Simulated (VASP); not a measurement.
Input:

```
CELL_PARAMETERS angstrom
     -2.87288     2.87288     4.82646
      2.87288    -2.87288     4.82646
      2.87288     2.87288    -4.82646
ATOMIC_POSITIONS crystal
  Ge 0.75000 0.25000 0.50000
  Ge 0.00000 0.00000 0.00000
  Se 0.62115 0.62500 0.49615
  Se 0.37500 0.87115 0.99615
  Se 0.12885 0.12500 0.50385
  Se 0.87500 0.37885 0.00385
```

These are PBEsol GGA with spin-orbit coupling, VASP's PBE PAW potentials (set 64) (plane waves; VASP) values and carry that method's errors. Settings: 400 eV cut-off, 5×5×5 Γ-centred mesh, Gaussian smearing of 0.050 eV, potentials Ge_d Se.

Q: Predict the energy per atom (σ→0), band gap (over mesh and band path) with the smallest direct gap where there is one.

A: 
```json
{
  "band gap (over mesh and band path)": "1.23 eV",
  "smallest direct gap (over mesh and band path)": "1.51 eV",
  "energy per atom (σ→0)": "-4.451 eV/atom"
}
```

Only differences to runs with the same potentials and settings are physical.

The structure comes from a computed database's GeSe2 entry (I-42d); how it stands against other phases isn't given here. It was relaxed first, which changed the volume by -6 %.
